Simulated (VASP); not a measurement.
Calculation: PBE GGA, VASP's PBE PAW potentials (set 64) (plane waves; VASP).

The input files of a VASP run:

File KPOINTS:
```
Automatic mesh
0
Gamma
11 11 4
0 0 0
```

### INCAR
```
ALGO = Normal   # blocked Davidson
GGA = PE   # PBE
LWAVE = .FALSE.
LREAL = .FALSE.   # projection in real space or not
ISIF = 2   # forces and stress, cell fixed
EDIFF = 1E-6   # SCF stop (eV)
SYSTEM = C
LASPH = .TRUE.   # aspherical one-centre terms
SIGMA = 0.1   # width (eV)
ISMEAR = 1   # Methfessel-Paxton
PREC = Accurate
LCHARG = .FALSE.
NELM = 100
ENCUT = 520   # plane-wave cut-off (eV)
```

### POSCAR
```
C
1
    1.2300000000    -2.1304220000     0.0000000000
    1.2300000000     2.1304220000     0.0000000000
    0.0000000000     0.0000000000     6.7100000000
C
4
Direct
  0.0000000000   0.0000000000   0.2500000000
  0.0000000000   0.0000000000   0.7500000000
  0.3333330000   0.6666670000   0.2500000000
  0.6666670000   0.3333330000   0.7500000000
```

POTCAR, in this order: C (PBE.64 set). Program: vasp_std.

The run wrote:

File OSZICAR:
```
       N       E                     dE             d eps       ncg     rms          rms(c)
DAV:   1     0.481750426209E+02    0.48175E+02   -0.83895E+03  1160   0.123E+03
DAV:   2    -0.354667440889E+02   -0.83642E+02   -0.77066E+02  1640   0.232E+02
DAV:   3    -0.392061764926E+02   -0.37394E+01   -0.37102E+01  1468   0.495E+01
DAV:   4    -0.392525501068E+02   -0.46374E-01   -0.46311E-01  1436   0.637E+00
DAV:   5    -0.392536005927E+02   -0.10505E-02   -0.10501E-02  1416   0.924E-01    0.900E+00
DAV:   6    -0.374194537751E+02    0.18341E+01   -0.18080E+00  1352   0.937E+00    0.527E+00
DAV:   7    -0.368375175934E+02    0.58194E+00   -0.19964E+00  1352   0.997E+00    0.142E+00
DAV:   8    -0.368448571440E+02   -0.73396E-02   -0.60516E-02  1332   0.170E+00    0.102E-01
DAV:   9    -0.368447820896E+02    0.75054E-04   -0.12379E-03  1452   0.290E-01    0.563E-02
DAV:  10    -0.368449771483E+02   -0.19506E-03   -0.26394E-04  1376   0.141E-01    0.303E-02
DAV:  11    -0.368449755335E+02    0.16149E-05   -0.29054E-06  1344   0.149E-02    0.323E-03
DAV:  12    -0.368449757007E+02   -0.16726E-06   -0.44332E-07   972   0.618E-03
   1 F= -.36844976E+02 E0= -.36845056E+02  d E =0.239493E-03
```

**OUTCAR**
```
------------------------ aborting loop because EDIFF is reached ----------------------------------------
  FORCE on cell =-STRESS in cart. coord.  units (eV):
  Direction    XX          YY          ZZ          XY          YZ          ZX
  --------------------------------------------------------------------------------------
  Total        0.7975298      0.7975295      0.7510215     -0.0000000      0.0000000      0.0000000
  in kB       36.3357609     36.3357441     34.2168244     -0.0000000      0.0000000      0.0000000
  external PRESSURE =      35.6294431 kB  Pullay stress =       0.0000000 kB
  volume of cell :       35.17
      direct lattice vectors                 reciprocal lattice vectors
     1.230000000 -2.130422000  0.000000000     0.406504065 -0.234695286  0.000000000
     1.230000000  2.130422000  0.000000000     0.406504065  0.234695286  0.000000000
     0.000000000  0.000000000  6.710000000     0.000000000  0.000000000  0.149031297
 POSITION                                       TOTAL-FORCE (eV/Angst)
 -----------------------------------------------------------------------------------
      0.00000      0.00000      1.67750         0.000000      0.000000      0.000000
      0.00000      0.00000      5.03250        -0.000000      0.000000     -0.000000
      1.23000      0.71014      1.67750         0.000000      0.000000      0.000000
      1.23000     -0.71014      5.03250        -0.000000     -0.000000     -0.000000
 -----------------------------------------------------------------------------------
    total drift:                               -0.000000     -0.000000      0.000000
  FREE ENERGIE OF THE ION-ELECTRON SYSTEM (eV)
  ---------------------------------------------------
  free  energy   TOTEN  =       -36.8449757007 eV

  energy  without entropy=      -36.8452151936  energy(sigma->0) =      -36.84505553
```
(Selected blocks of OUTCAR.)

The compound is C in the graphite structure. The cell was not relaxed at this level.
